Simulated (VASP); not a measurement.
Output of a VASP run:

File OUTCAR:
```
 ion  position               nearest neighbor table
   1  0.000  0.000  0.000-   4 2.22   4 2.22   4 2.22   3 2.22   3 2.22   3 2.22
   2  0.500  0.500  0.500-   3 2.22   3 2.22   3 2.22   4 2.22   4 2.22   4 2.22
   3  0.250  0.250  0.250-   1 2.22   1 2.22   1 2.22   2 2.22   2 2.22   2 2.22
   4  0.750  0.750  0.750-   2 2.22   2 2.22   2 2.22   1 2.22   1 2.22   1 2.22
  LATTYP: Found a trigonal (rhomboedric) cell.
 ALAT       =     5.4341333901
 COS(alpha) =     0.8333334335
 Subroutine PRICEL returns following result:
  LATTYP: Found a face centered cubic cell.
 ALAT       =     4.4369500000
 Subroutine GETGRP returns: Found 12 space group operations
The static configuration has the point symmetry D_3d.
The dynamic configuration has the point symmetry D_3d.
The overall configuration has the point symmetry D_3d.
 Subroutine INISYM returns: Found 12 space group operations
 Subroutine IBZKPT returns following result:
 Found     44 irreducible k-points:

 Following reciprocal coordinates:
            Coordinates               Weight
  0.000000  0.000000  0.000000      1.000000
  0.142857 -0.000000 -0.000000      6.000000
  0.285714 -0.000000 -0.000000      6.000000
  0.428571 -0.000000 -0.000000      6.000000
  0.142857  0.142857 -0.000000      6.000000
  0.285714  0.142857 -0.000000     12.000000
  0.428571  0.142857 -0.000000     12.000000
 -0.428571  0.142857  0.000000     12.000000
 -0.285714  0.142857 -0.000000     12.000000
 -0.142857  0.142857  0.000000      6.000000
  0.285714  0.285714 -0.000000      6.000000
  0.428571  0.285714 -0.000000     12.000000
 -0.428571  0.285714  0.000000     12.000000
 -0.285714  0.285714  0.000000      6.000000
  0.428571  0.428571 -0.000000      6.000000
 -0.428571  0.428571  0.000000      6.000000
  0.142857  0.142857  0.142857      2.000000
  0.285714  0.142857  0.142857      6.000000
  0.428571  0.142857  0.142857      6.000000
 -0.428571  0.142857  0.142857      6.000000
 -0.285714  0.142857  0.142857      6.000000
 -0.142857  0.142857  0.142857      6.000000
  0.285714  0.285714  0.142857      6.000000
  0.428571  0.285714  0.142857     12.000000
 -0.428571  0.285714  0.142857     12.000000
 -0.285714  0.285714  0.142857     12.000000
 -0.142857  0.285714  0.142857     12.000000
  0.428571  0.428571  0.142857      6.000000
 -0.428571  0.428571  0.142857     12.000000
 -0.285714  0.428571  0.142857     12.000000
 -0.142857  0.428571  0.142857     12.000000
 -0.428571 -0.428571  0.142857      6.000000
 -0.285714 -0.428571  0.142857     12.000000
 -0.285714 -0.285714  0.142857      6.000000
  0.285714  0.285714  0.285714      2.000000
  0.428571  0.285714  0.285714      6.000000
 -0.428571  0.285714  0.285714      6.000000
 -0.285714  0.285714  0.285714      6.000000
  0.428571  0.428571  0.285714      6.000000
 -0.428571  0.428571  0.285714     12.000000
   k-points           NKPTS =     44   k-points in BZ     NKDIM =     44   number of bands    NBANDS=     18
   number of dos      NEDOS =    301   number of ions     NIONS =      4
   total plane-waves  NPLWV =  46656
   dimension x,y,z NGX =    36 NGY =   36 NGZ =   36
   dimension x,y,z NGXF=    72 NGYF=   72 NGZF=   72
   ions per type =               2   2
   PREC   = accura    normal or accurate (medium, high low for compatibility)
   ISTART =      0    job   : 0-new  1-cont  2-samecut
   ICHARG =      2    charge: 1-file 2-atom 10-const
   ISPIN  =      2    spin polarized calculation?
   LNONCOLLINEAR =      F non collinear calculations
   LSORBIT =      F    spin-orbit coupling
   INIWAV =      1    electr: 0-lowe 1-rand  2-diag
   ENCUT  =  400.0 eV  29.40 Ry    5.42 a.u.   8.86  8.86  8.86*2*pi/ulx,y,z
   NELM   =    100;   NELMIN=  2; NELMDL= -5     # of ELM steps
   EDIFF  = 0.1E-05   stopping-criterion for ELM
   LREAL  =      F    real-space projection
   NLSPLINE    = F    spline interpolate recip. space projectors
   LMAXMIX     =    4 max onsite mixed and CHGCAR
...
```

OSZICAR:
```
       N       E                     dE             d eps       ncg     rms          rms(c)
DAV:   1     0.238482310487E+03    0.23848E+03   -0.11863E+04  3184   0.151E+03
DAV:   2     0.135326087438E+02   -0.22495E+03   -0.21908E+03  3222   0.367E+02
DAV:   3    -0.262117408606E+02   -0.39744E+02   -0.38885E+02  4250   0.167E+02
DAV:   4    -0.279273890908E+02   -0.17156E+01   -0.17023E+01  4194   0.394E+01
DAV:   5    -0.279790892131E+02   -0.51700E-01   -0.51417E-01  4430   0.584E+00    0.245E+01
DAV:   6    -0.216299739783E+02    0.63491E+01   -0.82439E+01  5732   0.162E+02    0.387E+01
DAV:   7    -0.228050248108E+02   -0.11751E+01   -0.86046E+00  3950   0.400E+01    0.191E+01
DAV:   8    -0.227295062463E+02    0.75519E-01   -0.30048E+00  5076   0.227E+01    0.122E+01
DAV:   9    -0.229901687612E+02   -0.26066E+00   -0.76723E-01  5204   0.146E+01    0.184E+00
DAV:  10    -0.230118719929E+02   -0.21703E-01   -0.24526E-01  5254   0.648E+00    0.506E-01
DAV:  11    -0.230277347186E+02   -0.15863E-01   -0.37088E-02  4468   0.194E+00    0.422E-01
DAV:  12    -0.230330811481E+02   -0.53464E-02   -0.80036E-03  4640   0.110E+00    0.301E-01
DAV:  13    -0.230419781502E+02   -0.88970E-02   -0.34591E-02  4670   0.167E+00    0.177E-01
DAV:  14    -0.230447868736E+02   -0.28087E-02   -0.18130E-02  4750   0.124E+00    0.163E-01
DAV:  15    -0.230455497866E+02   -0.76291E-03   -0.20220E-03  4618   0.442E-01    0.598E-02
DAV:  16    -0.230458730403E+02   -0.32325E-03   -0.16416E-03  4268   0.346E-01    0.322E-02
DAV:  17    -0.230459790209E+02   -0.10598E-03   -0.64396E-04  4506   0.228E-01    0.240E-02
DAV:  18    -0.230460064606E+02   -0.27440E-04   -0.15643E-04  4546   0.115E-01    0.194E-02
DAV:  19    -0.230460138060E+02   -0.73454E-05   -0.17994E-05  4348   0.452E-02    0.798E-03
DAV:  20    -0.230460147115E+02   -0.90547E-06   -0.31285E-06  3622   0.203E-02
   1 F= -.23046015E+02 E0= -.23045374E+02  d E =-.128178E-02  mag=     0.0000
```

### OUTCAR
```
------------------------ aborting loop because EDIFF is reached ----------------------------------------
  FORCE on cell =-STRESS in cart. coord.  units (eV):
  Direction    XX          YY          ZZ          XY          YZ          ZX
  --------------------------------------------------------------------------------------
  Total       -4.2793147     -4.2793147     -4.2793147      0.2527519      0.2527519      0.2527519
  in kB     -156.9860459   -156.9860459   -156.9860459      9.2721670      9.2721670      9.2721670
  external PRESSURE =    -156.9860459 kB  Pullay stress =       0.0000000 kB
  volume of cell :       43.67
      direct lattice vectors                 reciprocal lattice vectors
     4.436951000  2.218476000  2.218476000     0.338070058 -0.112690036 -0.112690036
     2.218476000  4.436951000  2.218476000    -0.112690036  0.338070058 -0.112690036
     2.218476000  2.218476000  4.436951000    -0.112690036 -0.112690036  0.338070058
 POSITION                                       TOTAL-FORCE (eV/Angst)
 -----------------------------------------------------------------------------------
      0.00000      0.00000      0.00000         0.000000      0.000000      0.000000
      4.43695      4.43695      4.43695        -0.000000      0.000000      0.000000
      2.21848      2.21848      2.21848         0.000000     -0.000000      0.000000
      6.65543      6.65543      6.65543        -0.000000      0.000000     -0.000000
 -----------------------------------------------------------------------------------
    total drift:                                0.000000      0.000000      0.000000
  FREE ENERGIE OF THE ION-ELECTRON SYSTEM (eV)
  ---------------------------------------------------
  free  energy   TOTEN  =       -23.0460147115 eV

  energy  without entropy=      -23.0447329312  energy(sigma->0) =      -23.04537382

 total charge

# of ion       s       p       d       tot
------------------------------------------
    1        0.271   0.313   6.102   6.686
    2        0.271   0.313   6.102   6.686
    3        1.577   3.441   0.000   5.018
    4        1.577   3.441   0.000   5.018
--------------------------------------------------
tot          3.696   7.509  12.204  23.409

 magnetization (x)

# of ion       s       p       d       tot
------------------------------------------
    1        0.016   0.015   3.883   3.914
    2       -0.016  -0.015  -3.883  -3.914
    3        0.000   0.000   0.000   0.000
    4        0.000   0.000   0.000   0.000
--------------------------------------------------
tot          0.000   0.000   0.000   0.000
```
(Selected blocks of OUTCAR.)

### POSCAR
```
FeO
1
    4.4369510000     2.2184760000     2.2184760000
    2.2184760000     4.4369510000     2.2184760000
    2.2184760000     2.2184760000     4.4369510000
Fe O
2 2
Direct
  0.0000000000   0.0000000000   0.0000000000
  0.5000000000   0.5000000000   0.5000000000
  0.2500000000   0.2500000000   0.2500000000
  0.7500000000   0.7500000000   0.7500000000
```

**Question.** Write an INCAR and KPOINTS that could have produced this output.

**Answer.** One answer among several that fit: the input of the run itself, PBE GGA + U (Dudarev), plane waves, VASP's PBE PAW potentials (set 64).

### INCAR
```
# general
SYSTEM   = FeO
PREC     = Accurate
ENCUT    = 400   # plane-wave cut-off (eV)
LREAL    = .FALSE.
LASPH    = .TRUE.   # aspherical one-centre terms

# electronic loop
EDIFF    = 1E-6   # SCF stop (eV)
NELM     = 100   # most electronic steps
ALGO     = Normal
LMAXMIX  = 4   # l cut-off of mixed one-centre charges

# smearing
ISMEAR   = -1   # Fermi-Dirac
SIGMA    = 0.01

# functional
GGA      = PE   # PBE

# spin
ISPIN    = 2
MAGMOM   = 4.0 -4.0 0.0 0.0

# DFT+U
LDAU     = .TRUE.
LDAUTYPE = 2
LDAUL    = 2 -1
LDAUU    = 8.0 0
LDAUJ    = 0 0

# ions
ISIF     = 2   # forces and stress, cell fixed

# output
LWAVE    = .FALSE.
LCHARG   = .FALSE.
LORBIT   = 11   # lm-projected
```

File KPOINTS:
```
kpoints
0
Gamma
  7 7 7
```

POTCAR, in this order: Fe O (PBE.64 set). Program: vasp_std.

At this cut-off the stress carries a Pulay error, which pulls relaxed volumes low.

The structure is a typed FeO crystal. The cell was not relaxed at this level. The k-mesh is coarse (spacing up to 0.34 per Å, 2π included), so the numbers may not be converged in it. The run is one of a series of settings (LDAU = .TRUE., LDAUJ = 0 0, LDAUL = 2 -1, LDAUTYPE = 2, LDAUU = 8.0 0 against the base run), some of them coarse on purpose. A gapless solution with U can be a metastable orbital state.
